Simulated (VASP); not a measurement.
Energy against volume of BN (wurtzite). Calculation: rev-vdW-DF2, VASP's PBE PAW potentials (set 64) (plane waves; VASP). Run with 520 eV cut-off, 10×10×5 Γ-centred mesh, Gaussian smearing of 0.050 eV, potentials B N.

Shape and ions are relaxed at each volume.

```
V (Å³/atom)  E (eV/atom)
-----------  -----------
5.582           -7.93478
5.760           -7.95625
5.938           -7.96317
6.116           -7.95744
```

Fit these four points and predict the energy of the run at 6.294 Å³/atom.

A cubic in V^(−2/3), the third-order Birch-Murnaghan form, passes through the four points with V0 = 5.94 Å³/atom and B0 = 378 GPa, and gives -7.9407 eV/atom there. The run gave -7.9407 eV/atom, -0.0 meV/atom from the fit; all five points give B0 = 378 GPa.

The compound is BN in the wurtzite structure, a metastable high-pressure form. It was relaxed first.
